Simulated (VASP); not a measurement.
Wanted: the native input for a VASP 6.6.1 run.

- Task: single point
- Functional: PBE
- Dispersion: D3(BJ)
- Potentials or basis: VASP PAW PBE potentials, release 64 (Ti_sv, Al)
- Cutoff: 520 eV
- k mesh: 12 × 12 × 8
- Occupations: gaussian, width 0.1 eV
- Spin: no spin polarisation
- Dipole correction: no
- Further INCAR settings: ALGO = Fast; EDIFF = 1e-06; NBANDS = 49

The structure of Ti3Al lies in POSCAR:

```
Ti3Al
1.0
    5.6606649658      0.0000000028      0.0000000000
   -2.8303324854      4.9022796613      0.0000000000
    0.0000000000      0.0000000000      4.5860430490
Ti Al
6 2
Direct
    0.8302476199      0.6604952398      0.2500000000
    0.1697523801      0.8302476199      0.7500000000
    0.6604952398      0.8302476199      0.7500000000
    0.3395047602      0.1697523801      0.2500000000
    0.8302476199      0.1697523801      0.2500000000
    0.1697523801      0.3395047602      0.7500000000
    0.3333333333      0.6666666667      0.2500000000
    0.6666666667      0.3333333333      0.7500000000
```

The cell comes from a database or a generator and needn't be the stable form of this composition.

These files were run (other wordings do the same):

INCAR

```
PREC = Accurate ; ENCUT = 520
EDIFF = 1E-6 ; ISMEAR = 0
SIGMA = 0.1 ; LREAL = F
LASPH = T ; NELM = 100
ALGO = Fast ; ISIF = 2
LWAVE = F ; LCHARG = F
GGA = PE ; IVDW = 12
NBANDS = 49
```

KPOINTS

```
regular mesh
0
Gamma
  12 12 8
```

Potentials or basis: VASP PAW PBE potentials, release 64 (Ti_sv, Al).

Command:

```console
$ cat potpaw_PBE.64/Ti_sv/POTCAR potpaw_PBE.64/Al/POTCAR > POTCAR
$ mpirun -np 1 vasp_std > vasp.out
```

It gave:

- Pressure: -0.1 GPa
- Band gap on the k mesh: none (metal or under the smearing width)
- Dispersion energy per atom: -0.572 eV

Caveat: pairwise dispersion overbinds metals, which lowers pressure and volume.

Wall time 30 min on 1 thread of Intel(R) Xeon(R) Platinum 8259CL CPU @ 2.50GHz (Skylake/Cascade Lake), on a shared host, peak memory 0.55 GiB.
